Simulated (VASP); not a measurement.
Input:

```
CELL_PARAMETERS angstrom
      3.51750     0.00000     0.00000
     -1.75875     3.04624     0.00000
      0.00000     0.00000     8.55656
ATOMIC_POSITIONS crystal
  Hg 0.26400 0.26400 0.50000
  Hg 0.73600 0.00000 0.83333
  Hg 0.00000 0.73600 0.16667
  O  0.51391 0.51391 0.00000
  O  0.48609 0.00000 0.33333
  O  0.00000 0.48609 0.66667
```

Method: LDA (Ceperley-Alder, Perdew-Zunger), VASP's LDA PAW potentials (set 64) (plane waves; VASP). Settings: 520 eV cut-off, Gaussian smearing of 0.050 eV, potentials Hg O.

Unless said otherwise, spin-orbit coupling is left out, though it shifts the bands of the heavy elements here.

Problem. Give the energies of bands 18 to 31 at the high-symmetry points, in eV from the valence-band maximum.

Solution. 
```
band      Γ      M      K      A      L      H
----  -----  -----  -----  -----  -----  -----
18    -4.85  -4.46  -4.66  -4.88  -4.77  -4.81
19    -3.64  -4.10  -3.04  -3.82  -3.72  -3.14
20    -3.64  -3.41  -3.03  -3.82  -3.19  -3.04
21    -2.38  -3.13  -2.99  -3.20  -3.05  -3.04
22    -2.15  -2.92  -2.99  -1.66  -2.55  -2.21
23    -1.87  -2.32  -2.25  -1.58  -2.03  -2.21
24    -1.87  -1.25  -2.25  -1.58  -1.72  -1.97
25    -0.62  -0.94  -1.21  -0.52  -1.29  -1.59
26    -0.17  -0.52  -0.60  -0.20  -0.51  -1.59
27    -0.17  -0.49  -0.60  -0.20  -0.30  -0.09
28     1.05   3.03   4.29   1.70   2.95   4.43
29     3.19   3.85   4.48   1.70   3.80   4.43
30     3.19   4.12   4.48   3.87   4.12   4.51
31     7.15   4.88   5.90   5.63   4.98   5.80
```

The gap is indirect, 1.04 eV, from the valence maximum at A-L at 0.33 to the conduction minimum at K-Γ at 0.89.

The structure comes from a computed database's HgO entry (P3_121); how it stands against other phases isn't given here. It was relaxed first, which changed the volume by -8 %.
